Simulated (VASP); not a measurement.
```xyz
5
Lattice="3.9934 0.0000 0.0000 0.0000 3.9934 0.0000 0.0000 0.0000 3.9934" Properties=species:S:1:pos:R:3 pbc="T T T"
K      0.0000     0.0000     0.0000
Ta     1.9967     1.9967     1.9967
O      1.9967     0.0000     1.9967
O      0.0000     1.9967     1.9967
O      1.9967     1.9967     0.0000
```

The numbers are results of AM05 GGA, VASP's PBE PAW potentials (set 64) (plane waves; VASP), not measurements. Numerical set-up: 520 eV cut-off, 6×6×6 Γ-centred mesh, tetrahedra with Blöchl corrections, potentials K_sv Ta_pv O.

The cores are frozen, which limits the accuracy of field gradients.

Task: Give the principal components of the electric field gradient (V/Å²) and the asymmetry η at each nucleus.

Result: 
```tsv
atom	Vxx	Vyy	Vzz	η
K1	0.0	0.0	0.0	-
Ta2	0.0	0.0	0.0	-
O3	-10.2	-10.2	20.3	0.00
O4	-10.2	-10.2	20.3	0.00
O5	-10.2	-10.2	20.3	0.00
```

The compound is KTaO3 in the cubic perovskite structure. It was relaxed first.
